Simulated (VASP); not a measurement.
An input for Quantum ESPRESSO's pw.x (written as the equivalent of a VASP run, and not itself run):

```
&CONTROL
  calculation = 'scf'
  pseudo_dir = './pseudo'
  outdir = './out'
  tprnfor = .true.
  tstress = .true.
/
&SYSTEM
  ibrav = 0
  nat = 3
  ntyp = 2
  ecutwfc = 84
  occupations = 'tetrahedra'
  input_dft = 'vdw-df2-b86r'
/
&ELECTRONS
  conv_thr = 7.3e-09
  electron_maxstep = 100
/
ATOMIC_SPECIES
  Hf 178.490 Hf.upf
  O 15.999 O.upf
CELL_PARAMETERS angstrom
     0.0000000    2.5247130    2.5247130
     2.5247130    0.0000000    2.5247130
     2.5247130    2.5247130    0.0000000
ATOMIC_POSITIONS crystal
  Hf   0.0000000  0.0000000  0.0000000
  O    0.2500000  0.2500000  0.2500000
  O    0.7500000  0.7500000  0.7500000
K_POINTS automatic
  9 9 9 0 0 0
```

### Question
Write the VASP files for the same calculation (rev-vdW-DF2).

### Answer
One answer among several that fit: 
**INCAR**
```
SYSTEM = HfO2
PREC = Accurate; ENCUT = 520; LREAL = .False.
LASPH = .True.
EDIFF = 1E-7; NELM = 100; ALGO = Normal
LMAXMIX = 6
ISMEAR = -5
GGA = MK; LUSE_VDW = .True.; AGGAC = 0.0
PARAM1 = 0.1234568; PARAM2 = 0.7114; ZAB_VDW = -1.8867
ISIF = 2
LWAVE = .False.; LCHARG = .True.; LORBIT = 11
NEDOS = 601
LEFG = .True.
```

POSCAR:
```
HfO2
1
    0.0000000000     2.5247130416     2.5247130416
    2.5247130416     0.0000000000     2.5247130416
    2.5247130416     2.5247130416     0.0000000000
Hf O
1 2
Direct
  0.0000000000   0.0000000000   0.0000000000
  0.2500000000   0.2500000000   0.2500000000
  0.7500000000   0.7500000000   0.7500000000
```

### KPOINTS
```
K-points
0
G
9 9 9
```

POTCAR, in this order: Hf_pv O (PBE.64 set). Program: vasp_std.

The two are equivalent in intent, not identical: the potentials are each code's own (VASP's PAW set, PseudoDojo norm-conserving files in pw.x), so ENCUT and ecutwfc are chosen apart and not converted; conv_thr bounds pw.x's estimated SCF error, while EDIFF bounds the energy change between steps; the field gradients of LEFG aren't asked of the other code.

The compound is HfO2 in the fluorite structure, the high-temperature cubic form, which is unstable at 0 K; the monoclinic form is the stable one. It was relaxed first.
